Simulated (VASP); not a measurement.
A convergence study with VASP on Pb (fcc): one setting is varied, all else stays as given below, so the limit is that of these other settings.

```xyz
1
Lattice="0.0000 2.4750 2.4750 2.4750 0.0000 2.4750 2.4750 2.4750 0.0000" Properties=species:S:1:pos:R:3 pbc="T T T"
Pb     0.0000     0.0000     0.0000
```

All values below come from PBE GGA, VASP's PBE PAW potentials (set 64) (plane waves; VASP 6.6.1). The tightest run used: 550 eV cut-off, 22×22×22 Γ-centred mesh, first-order Methfessel-Paxton smearing of 0.10 eV, potentials Pb_d.

Problem. The settings run are 1×1×1 mesh; 2×2×2 mesh; 3×3×3 mesh; 4×4×4 mesh; 5×5×5 mesh; 6×6×6 mesh; 7×7×7 mesh; 8×8×8 mesh; 9×9×9 mesh; 10×10×10 mesh; 11×11×11 mesh; 12×12×12 mesh; 13×13×13 mesh; 14×14×14 mesh; 15×15×15 mesh; 16×16×16 mesh; 17×17×17 mesh; 18×18×18 mesh; 19×19×19 mesh; 20×20×20 mesh; 21×21×21 mesh; 22×22×22 mesh. From which on does the stress (every component) stay within 0.2 GPa of the tightest run?

Solution. From 13×13×13 mesh on: it is off by 0.05 there and by no more than 0.2 in any finer run, while 12×12×12 mesh is off by 0.31.
| setting | E (eV/atom) | pressure (GPa) | irreducible k-points | difference judged (GPa) |
|---|---|---|---|---|
| 1×1×1 mesh | 7.6076 | 47.85 | 1 | 45.47 |
| 2×2×2 mesh | -5.2296 | -6.55 | 3 | 8.93 |
| 3×3×3 mesh | -3.2603 | 1.24 | 4 | 1.15 |
| 4×4×4 mesh | -3.3827 | 1.78 | 8 | 0.61 |
| 5×5×5 mesh | -3.5141 | 1.85 | 10 | 0.53 |
| 6×6×6 mesh | -3.4500 | 3.14 | 16 | 0.76 |
| 7×7×7 mesh | -3.5611 | 2.80 | 20 | 0.42 |
| 8×8×8 mesh | -3.5666 | 2.58 | 29 | 0.19 |
| 9×9×9 mesh | -3.5684 | 2.19 | 35 | 0.20 |
| 10×10×10 mesh | -3.5494 | 2.06 | 47 | 0.33 |
| 11×11×11 mesh | -3.5556 | 2.24 | 56 | 0.15 |
| 12×12×12 mesh | -3.5360 | 2.69 | 72 | 0.31 |
| 13×13×13 mesh | -3.5495 | 2.33 | 84 | 0.05 |
| 14×14×14 mesh | -3.5552 | 2.39 | 104 | 0.00 |
| 15×15×15 mesh | -3.5524 | 2.31 | 120 | 0.07 |
| 16×16×16 mesh | -3.5537 | 2.24 | 145 | 0.14 |
| 17×17×17 mesh | -3.5510 | 2.30 | 165 | 0.09 |
| 18×18×18 mesh | -3.5470 | 2.31 | 195 | 0.08 |
| 19×19×19 mesh | -3.5514 | 2.45 | 220 | 0.06 |
| 20×20×20 mesh | -3.5517 | 2.34 | 256 | 0.05 |
| 21×21×21 mesh | -3.5537 | 2.36 | 286 | 0.03 |
| 22×22×22 mesh | -3.5519 | 2.39 | 328 | 0.00 |

Left out are rungs that failed or repeat a setting and relaxations that didn't move; long series are thinned to 24 rows.

The compound is Pb in the fcc structure. The cell was not relaxed at this level.
